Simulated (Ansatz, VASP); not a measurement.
## Si15H4O28: VASP beside Ansatz

One calculation is typed for both programs; each brings its own data sets. How far apart do they land? The structure shown is the start of the Ansatz relaxation below; VASP solves that cell, so the two are compared at the walk's first step.

Program: Ansatz 0.2.0. Level of theory: plane waves, with VASP 6.6.1 beside it; single point at PBE with D3(BJ). Results are calculated unless marked as measured.

### Step 1. The starting structure

The cell holds 47 atoms: 15 Si, 4 H and 28 O. Its edges and angles: a = 8.734 Å, b = 8.734 Å, c = 8.734 Å, α = 90.0°, β = 90.0°, γ = 90.0°.

### Step 2. Ansatz: relaxation, PBE with D3(BJ)

Ansatz runs on its PAW soft_1 files.

The two programs are compared at the cell with which this relaxation starts, whose forces are those of its first step.

Input file input.yaml:

```yaml
crystal:
  lattice:
    - [8.7339127595, 0.0, 0.0]
    - [0.0, 8.7339127595, 0.0]
    - [0.0, 0.0, 8.7339127595]
  atoms:
    - { symbol: Si, position: [0.204598, 0.838055, 0.728049] }
    - { symbol: Si, position: [0.373156, 0.18218, 0.225506] }
    - { symbol: Si, position: [0.94083, 0.96827, 0.880302] }
    - { symbol: Si, position: [0.741602, 0.665874, 0.878999] }
    - { symbol: Si, position: [0.418244, 0.486452, 0.395538] }
    - { symbol: Si, position: [0.77016, 0.414489, 0.372404] }
    - { symbol: Si, position: [0.599009, 0.95348, 0.404305] }
    - { symbol: Si, position: [0.538533, 0.838374, 0.085547] }
    - { symbol: Si, position: [0.026895, 0.137944, 0.163128] }
    - { symbol: Si, position: [0.497694, 0.681911, 0.644757] }
    - { symbol: Si, position: [0.510919, 0.15322, 0.9078] }
    - { symbol: Si, position: [0.231356, 0.721128, 0.196857] }
    - { symbol: Si, position: [0.054007, 0.93203, 0.430341] }
    - { symbol: Si, position: [0.759036, 0.180375, 0.639511] }
    - { symbol: Si, position: [0.96896, 0.497124, 0.09717] }
    - { symbol: H, position: [0.367306, 0.130755, 0.820706] }
    - { symbol: H, position: [0.905261, 0.858349, 0.464404] }
    - { symbol: H, position: [0.738941, 0.277836, 0.277187] }
    - { symbol: H, position: [0.12329, 0.693851, 0.691866] }
    - { symbol: O, position: [0.686623, 0.062192, 0.516888] }
    - { symbol: O, position: [0.410666, 0.533598, 0.568126] }
    - { symbol: O, position: [0.607332, 0.47601, 0.371396] }
    - { symbol: O, position: [0.469674, 0.236669, 0.060751] }
    - { symbol: O, position: [0.373359, 0.782673, 0.743724] }
    - { symbol: O, position: [0.847924, 0.548116, 0.967359] }
    - { symbol: O, position: [0.008512, 0.095906, 0.347374] }
    - { symbol: O, position: [0.00736, 0.315056, 0.101077] }
    - { symbol: O, position: [0.462588, 0.060286, 0.329053] }
    - { symbol: O, position: [0.80371, 0.319765, 0.530404] }
    - { symbol: O, position: [0.647159, 0.622513, 0.722584] }
    - { symbol: O, position: [0.642169, 0.869606, 0.234502] }
    - { symbol: O, position: [0.330539, 0.61351, 0.305236] }
    - { symbol: O, position: [0.361216, 0.815122, 0.117534] }
    - { symbol: O, position: [0.102856, 0.903778, 0.855363] }
    - { symbol: O, position: [0.359441, 0.332414, 0.331416] }
    - { symbol: O, position: [0.833521, 0.820487, 0.857771] }
    - { symbol: O, position: [0.124875, 0.835243, 0.288224] }
    - { symbol: O, position: [0.537001, 0.812418, 0.510746] }
    - { symbol: O, position: [0.896242, 0.090442, 0.740797] }
    - { symbol: O, position: [0.214283, 0.124542, 0.162908] }
    - { symbol: O, position: [0.635693, 0.213724, 0.777302] }
    - { symbol: O, position: [0.153566, 0.921442, 0.56548] }
    - { symbol: O, position: [0.888304, 0.50018, 0.270268] }
    - { symbol: O, position: [0.940701, 0.035981, 0.04533] }
    - { symbol: O, position: [0.554929, 0.991715, 0.972848] }
    - { symbol: O, position: [0.600861, 0.69881, 0.989112] }
    - { symbol: O, position: [0.116355, 0.609076, 0.095932] }
  symmetry: { detect: false }
kpoints:
  mp_grid: { grid: [2, 2, 2] }
scf:
  occupations: { method: fermi_dirac, width: 0.05 }
hamiltonian:
  xc: pbe
  dispersion: d3bj
  pseudopotentials: { kind: paw, azcp: { folder: soft_1 } }
output:
  forces: true
  stress: true
relax:
  f_tol: 0.04
  max_steps: 150
  escape_saddle: false
  cell: { stress_tol: 0.4, fix: [] }
```

Started as:

```sh
$ ansatz run input.yaml --threads 5 --pin off --max-ram 12800MiB --backend cpu --events-out ev --progress --plain --runs-dir out
```

Numbers of over 12 decimals in the logs are rounded to 6 here.

What it wrote:

```text
Engine: ansatz 0.2.0, x86_64-unknown-linux-gnu
Pseudopotentials: kind: paw
Pseudopotential: Si, paw, valence charge 4, recommended cutoff 420 eV (normal), soft_1/Si.paw.azcp
Pseudopotential: H, paw, valence charge 1, recommended cutoff 420 eV (normal), soft_1/H.paw.azcp
Pseudopotential: O, paw, valence charge 6, recommended cutoff 420 eV (normal), soft_1/O.paw.azcp
Functional definition: PBE
  parameter kappa = 0.804
  parameter beta = 0.066725
  exchange = pbe_x(kappa = kappa, mu = beta*pi^2/3)
  correlation = pbe_c(beta = beta)
Crystal: 47 atoms, lattice volume = 666.234 Å³
Basis set: ecut = 420 eV, 13133 PW (Γ), exchange–correlation on 120×120×120 points (8 copies of the dense FFT grid, shifted against one another)
Bands: 163, of which v1, the nominal top of the filled ones, is band 116 counted from 1 (115 counted from 0)
Symmetry: 1 space group operations
k-points: 8
Non-local potential: Si, projectors of the file, l = 0: 2, l = 1: 2, l = 2: 1
Non-local potential: H, projectors of the file, l = 0: 2, l = 1: 1
Non-local potential: O, projectors of the file, l = 0: 2, l = 1: 2, l = 2: 1
PAW form: soft (Blöchl's): semilocal exchange-correlation on the pseudo side does not see the compensation charge
PAW one-centre angular grid: Si, 110 points (default); XC on 64 Gauss nodes
PAW one-centre angular grid: H, 110 points (default); XC on 64 Gauss nodes
PAW one-centre angular grid: O, 110 points (default); XC on 64 Gauss nodes
Initial density: superposition of atomic densities (chi_scale 0.1, normalization cell, long waves kept (reshape's long-wave potential 0.25 eV rms))
Initial wavefunctions: pseudopotential atomic-orbital guess
Functional: x = pbe(κ = 0.804, μ = 0.219515), c = pbe(β = 0.066725)
SCF iter   1: F=—  HF=-25560.846368 eV  |F-HF|=—  |Δ(HF+E_count)|=         —  Δρ=1.25e-1  dr2=9.42e1  ethr=3.10e-3  ⟨swp⟩=6.0  Hψ=5993  notcnv=0  defer=222
preconditioner: auto → Resta (q_TF=auto, 2.288 Å⁻¹)  ε∞=2.5  [insulator: Δε(μ)=7.127 eV  Ē_g=17.608 eV  σ=0.050 eV  W_gap=1.00  n_scr=146 (ndim 8)  ℏωp=21.9 eV  f_vac=0.134  D(μ)=0.00/eV (n_scr^D=0)  ε∞_Penn≈2.5]
SCF iter   2: F=—  HF=-25534.401851 eV  |F-HF|=—  |Δ(HF+E_count)|=    2.64e1  Δρ=4.35e-2  dr2=7.27e0  ethr=3.10e-3  ⟨swp⟩=3.5  Hψ=3226  notcnv=0  defer=332
SCF iter   3: F=—  HF=-25533.054055 eV  |F-HF|=—  |Δ(HF+E_count)|=    1.35e0  Δρ=1.96e-2  dr2=1.96e0  ethr=3.10e-3  ⟨swp⟩=2.4  Hψ=1074  notcnv=0  defer=332
SCF iter   4: F=—  HF=-25532.880787 eV  |F-HF|=—  |Δ(HF+E_count)|=   1.73e-1  Δρ=3.63e-3  dr2=6.76e-2  ethr=8.43e-4  ⟨swp⟩=3.1  Hψ=2058  notcnv=0  defer=332
SCF iter   5: F=—  HF=-25532.897396 eV  |F-HF|=—  |Δ(HF+E_count)|=   1.66e-2  Δρ=2.11e-3  dr2=2.36e-2  ethr=2.91e-5  ⟨swp⟩=2.0  Hψ=1944  notcnv=0  defer=332
SCF iter   6: F=—  HF=-25532.899082 eV  |F-HF|=—  |Δ(HF+E_count)|=   1.69e-3  Δρ=3.06e-4  dr2=7.33e-4  ethr=1.02e-5  ⟨swp⟩=2.0  Hψ=1774  notcnv=0  defer=332
SCF iter   7: F=—  HF=-25532.899602 eV  |F-HF|=—  |Δ(HF+E_count)|=   5.20e-4  Δρ=1.71e-4  dr2=1.67e-4  ethr=3.16e-7  ⟨swp⟩=2.0  Hψ=1840  notcnv=0  defer=332
SCF iter   8: F=—  HF=-25532.899626 eV  |F-HF|=—  |Δ(HF+E_count)|=   2.41e-5  Δρ=7.95e-5  dr2=3.49e-5  ethr=7.22e-8  ⟨swp⟩=2.0  Hψ=1860  notcnv=0  defer=332
SCF iter   9: F=—  HF=-25532.899203 eV  |F-HF|=—  |Δ(HF+E_count)|=   4.23e-4  Δρ=1.47e-5  dr2=1.93e-6  ethr=1.50e-8  ⟨swp⟩=2.0  Hψ=1995  notcnv=0  defer=332
SCF iter  10: F=—  HF=-25532.899202 eV  |F-HF|=—  |Δ(HF+E_count)|=   9.55e-7  Δρ=7.92e-6  dr2=3.44e-7  ethr=8.33e-10  ⟨swp⟩=2.0  Hψ=1860  notcnv=0  defer=332
SCF iter  11: F=-25532.899201 eV  HF=-25532.899201 eV  |F-HF|=1.89e-8  |Δ(HF+E_count)|=   1.45e-7  Δρ=2.50e-6  dr2=3.70e-8  ethr=4.31e-11  ⟨swp⟩=5.0  Hψ=4761  notcnv=0
SCF 1 converged in 11 iterations: F = -25532.899201 eV  dr2 = 3.70e-8
  greatest PAW one-centre occupation: 0.871 electrons in one spin orbital (limit 2), on the O atom at site 33 (counted from 0), in its partial waves of l = 0
relax step   1: F+E_penalty+E_count = -25532.89920143 eV  Δ(F+E_penalty+E_count) = +0.000e0 eV  max|allowed force component| = 5.729e0 eV/Å  Δτ_max = 0.0000 Å  P = +6.287 GPa  Ω = 666.234 Å³  (11 SCF iters, dr2 threshold 1.00e-7 eV, accepted)
Crystal: 47 atoms, lattice volume = 676.795 Å³
Basis set: ecut = 420 eV, 13223 PW (Γ), exchange–correlation on 120×120×120 points (8 copies of the dense FFT grid, shifted against one another)
Initial density: handed on by an earlier stage of this run
Initial wavefunctions: those handed on with the density
iter 1 solved again at ethr=3.96e-4 eV; its pass at ethr=3.10e-3 eV (dr2=9.19e-1 eV) is discarded
SCF iter   1: F=—  HF=-25536.355268 eV  |F-HF|=—  |Δ(HF+E_count)|=         —  Δρ=1.34e-2  dr2=9.20e-1  ethr=3.96e-4  ⟨swp⟩=5.4  Hψ=7343  notcnv=0
preconditioner: auto → Resta (q_TF=auto, 2.282 Å⁻¹)  ε∞=2.8  [insulator: Δε(μ)=5.160 eV  Ē_g=16.181 eV  σ=0.050 eV  W_gap=1.00  n_scr=142 (ndim 8)  ℏωp=21.7 eV  f_vac=0.227  D(μ)=0.00/eV (n_scr^D=0)  ε∞_Penn≈2.8]
[...]
SCF 14 converged in 4 iterations: F = -25539.682236 eV  dr2 = 2.86e-9
[...]
Internal energy: -25539.682236 eV  (E = F + TS)
E sigma→0 (E₀):  -25539.682236 eV
Fermi energy:    4.198985 eV
--- Per-component energies (eV) ---
  E_band       = -1286.703013
  E_kinetic    = 5527.720750
  E_local      = -17487.503964  (includes V_loc(G=0)·N_el)
  E_nonlocal   = 1795.345998
  E_hartree    = 6749.794770
  E_xc         = -2904.399881
  E_vxc        = -3343.414968  (∫ρ·V_xc dr)
  E_paw        = -12262.135217  (= ΣΔE_a)
  E_vpaw       = -1278.460457  (= ΣTr[D̂ρ^β])
  E_aug_tail   = 0.019118  (compensation charges beyond the density's cutoff)
  E_ewald      = -6952.840633
  E_disp       = -5.683178  (pairwise vdW)
  E_smearing   = -0.000000  (= −TS)
  E_closure    = 0.000000  (closes the sum)
  Σ components = -25539.682236   (vs F -25539.682236, Δ=0.00e0)
--- Forces (eV/Å), atoms counted from 1 ---
  atom   1  Si    -0.00066767    -0.00018816     0.00246451
  atom   2  Si    -0.00118580    -0.00317972    -0.00455484
  atom   3  Si     0.00797547     0.00218367     0.00641131
  atom   4  Si    -0.00972645    -0.00210131     0.00830657
  atom   5  Si    -0.00124756     0.00237013    -0.00144859
  atom   6  Si    -0.00095711    -0.00090854     0.00660797
  atom   7  Si    -0.00438772    -0.00936227    -0.00156735
  atom   8  Si    -0.00774105    -0.00700458    -0.00119884
  atom   9  Si    -0.00858490    -0.00586365    -0.00306052
  atom  10  Si    -0.00016019    -0.00111024     0.00272079
  atom  11  Si     0.00467648     0.00317235     0.00394231
  atom  12  Si    -0.00913716     0.00197137    -0.00022925
  atom  13  Si    -0.00858897    -0.00721836     0.00483222
  atom  14  Si    -0.00072954     0.00248686     0.00178983
  atom  15  Si     0.00501276     0.00229864    -0.01687546
  atom  16  H     -0.01021097    -0.00034851    -0.00645331
  atom  17  H      0.01244882     0.00156542    -0.01058200
  atom  18  H     -0.00866635     0.00977124     0.00342856
  atom  19  H     -0.00089741    -0.00772014    -0.00137714
  atom  20  O     -0.00303650    -0.00108342     0.00013884
  atom  21  O     -0.00021163     0.00100972    -0.00245394
  atom  22  O      0.00075027    -0.00993181    -0.00028151
  atom  23  O     -0.00063287    -0.00372960    -0.00319288
  atom  24  O     -0.00238652    -0.00039216     0.00213355
[...]
atom  40  O      0.00706524     0.00642849     0.00193687
  atom  41  O      0.00060446    -0.00287161     0.00033541
  atom  42  O      0.00360958     0.00361342    -0.00360837
  atom  43  O     -0.00146941     0.00478605     0.01174512
  atom  44  O     -0.00124433     0.00225487    -0.00187996
  atom  45  O      0.00330805     0.00440846     0.00250689
  atom  46  O      0.00493523    -0.00439517    -0.00354543
  atom  47  O      0.00150271    -0.00086501     0.00337947
  max |Σ_I F_I| component: 2.67e-5 eV/Å
--- Stress (GPa, compression-positive) ---
        0.033208      -0.039756      -0.026405
       -0.039761       0.027281       0.018691
       -0.026416       0.018692       0.040273
  P = ⅓ Tr σ = 0.0336 GPa (0.336 kbar)
--- Relaxed structure (12 steps of the walk, 11 accepted, 2 SCFs on fresh bases) ---
  F+E_penalty+E_count = -25539.68223633 eV   max|allowed force component| = 1.688e-2 eV/Å   (the final SCF, on the basis selected at the relaxed cell)
  cell:  # Å, volume = 653.1788 Å³
    - [8.740072, -0.423961, -0.245720]
    - [-0.423961, 8.794533, 0.420511]
    - [-0.245720, 0.420511, 8.543611]
  atoms:
    - { symbol: Si, position: [0.154616, 0.781744, 0.713851] }
    - { symbol: Si, position: [0.391184, 0.199366, 0.213068] }
    - { symbol: Si, position: [0.954432, 0.972761, 0.854255] }
    - { symbol: Si, position: [0.732349, 0.675143, 0.913558] }
    - { symbol: Si, position: [0.441401, 0.496981, 0.398421] }
    - { symbol: Si, position: [0.765843, 0.423369, 0.367569] }
    - { symbol: Si, position: [0.558497, 0.961324, 0.426176] }
    - { symbol: Si, position: [0.562222, 0.856439, 0.103486] }
    - { symbol: Si, position: [0.045833, 0.147526, 0.145699] }
    - { symbol: Si, position: [0.459911, 0.664598, 0.667464] }
    - { symbol: Si, position: [0.534147, 0.155229, 0.908758] }
    - { symbol: Si, position: [0.241001, 0.717671, 0.176306] }
    - { symbol: Si, position: [0.042090, 0.890524, 0.384435] }
    - { symbol: Si, position: [0.764573, 0.192808, 0.646832] }
    - { symbol: Si, position: [0.969550, 0.495491, 0.108372] }
    - { symbol: H, position: [0.382713, 0.139792, 0.824223] }
    - { symbol: H, position: [0.892000, 0.807344, 0.418956] }
    - { symbol: H, position: [0.711736, 0.296276, 0.272794] }
    - { symbol: H, position: [0.034073, 0.652522, 0.715520] }
    - { symbol: O, position: [0.668817, 0.077461, 0.529009] }
    - { symbol: O, position: [0.408084, 0.506356, 0.583029] }
    - { symbol: O, position: [0.626591, 0.532813, 0.380260] }
    - { symbol: O, position: [0.516527, 0.235998, 0.074114] }
    - { symbol: O, position: [0.320024, 0.714110, 0.762995] }
    - { symbol: O, position: [0.845758, 0.542059, 0.966352] }
    - { symbol: O, position: [0.018121, 0.071030, 0.325131] }
    - { symbol: O, position: [-0.018548, 0.313579, 0.110527] }
    - { symbol: O, position: [0.416917, 0.052354, 0.341226] }
    - { symbol: O, position: [0.822087, 0.351748, 0.543378] }
    - { symbol: O, position: [0.603414, 0.617935, 0.784185] }
    - { symbol: O, position: [0.634964, 0.903502, 0.274791] }
    - { symbol: O, position: [0.338021, 0.625228, 0.313233] }
    - { symbol: O, position: [0.374441, 0.825447, 0.083488] }
    - { symbol: O, position: [0.120345, 0.908348, 0.833418] }
    - { symbol: O, position: [0.385707, 0.338166, 0.323668] }
    - { symbol: O, position: [0.825712, 0.829166, 0.835372] }
    - { symbol: O, position: [0.122290, 0.822262, 0.242169] }
    - { symbol: O, position: [0.508253, 0.810916, 0.542581] }
    - { symbol: O, position: [0.915470, 0.110485, 0.720410] }
    - { symbol: O, position: [0.228463, 0.167990, 0.115798] }
    - { symbol: O, position: [0.659987, 0.238896, 0.785206] }
    - { symbol: O, position: [0.159438, 0.875839, 0.539152] }
    - { symbol: O, position: [0.909577, 0.525586, 0.280411] }
    - { symbol: O, position: [0.954535, 0.034600, 0.025887] }
    - { symbol: O, position: [0.602321, 0.991195, 0.964523] }
    - { symbol: O, position: [0.647117, 0.708411, 1.069060] }
    - { symbol: O, position: [0.134652, 0.594580, 0.074767] }
[key lines of the parts left out:]
SCF converged after 4 iterations
Free energy (F): -25539.682236 eV
```

(Continued in part 2 of 2.)

[Lines on the potential files, build, host, timing and source positions are cut from VASP's logs without a mark.]

[Logs are printed without paths, hosts, clocks, repeated set-up lines and the standing remarks that a program may print on its own settings, such as how far it seeks lower states.]

[Hosts, paths, dates, database ids (printed as entryN), source tags and the programs' standing remarks are cut or masked in the printed files.]
